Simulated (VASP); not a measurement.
An input for Quantum ESPRESSO's pw.x (written as the equivalent of a VASP run, and not itself run):

```
&CONTROL
  calculation = 'scf'
  pseudo_dir = './pseudo'
  outdir = './out'
  tprnfor = .true.
  tstress = .true.
/
&SYSTEM
  ibrav = 0
  nat = 2
  ntyp = 1
  ecutwfc = 84
  occupations = 'smearing'
  smearing = 'methfessel-paxton'
  degauss = 0.00735
  input_dft = 'pbe'
/
&ELECTRONS
  conv_thr = 7.3e-08
  electron_maxstep = 100
/
ATOMIC_SPECIES
  Tc 97.907 Tc.upf
CELL_PARAMETERS angstrom
     1.3974000   -2.4203680    0.0000000
     1.3974000    2.4203680    0.0000000
     0.0000000    0.0000000    4.4778000
ATOMIC_POSITIONS crystal
  Tc   0.3333330  0.6666670  0.2500000
  Tc   0.6666670  0.3333330  0.7500000
K_POINTS automatic
  13 13 8 0 0 0
```

**Question.** Translate this input to VASP (INCAR, KPOINTS, POSCAR, choice of POTCAR).

**Answer.** Several could match; the one computed here: 
### KPOINTS
```
kpoints
0
G
  13 13 8
```

File POSCAR:
```
Tc
2.79480
  0.5000000000  -0.8660254759   0.0000000000
  0.5000000000   0.8660254759   0.0000000000
  0.0000000000   0.0000000000   1.6021897810
Tc
2
direct
  0.3333330000   0.6666670000   0.2500000000
  0.6666670000   0.3333330000   0.7500000000
```

INCAR:
```
ENCUT  =  400   ! plane-wave cut-off (eV)
ISMEAR  =  1   ! Methfessel-Paxton
LMAXMIX  =  4   ! l cut-off of mixed one-centre charges
ALGO  =  Normal   ! blocked Davidson
LCHARG  =  .FALSE.
NELM  =  100   ! most electronic steps
EDIFF  =  1E-6
SYSTEM  =  Tc
LREAL  =  .FALSE.
LWAVE  =  .FALSE.
LASPH  =  .TRUE.   ! aspherical one-centre terms
SIGMA  =  0.1
ISIF  =  2
GGA  =  PE
PREC  =  Accurate
```

POTCAR, in this order: Tc_pv (PBE.64 set). Program: vasp_std.

What does not carry over: the potentials are each code's own (VASP's PAW set, PseudoDojo norm-conserving files in pw.x), so ENCUT and ecutwfc are chosen apart and not converted; conv_thr bounds pw.x's estimated SCF error, while EDIFF bounds the energy change between steps.

The compound is Tc in the hcp structure. The cell was not relaxed at this level.
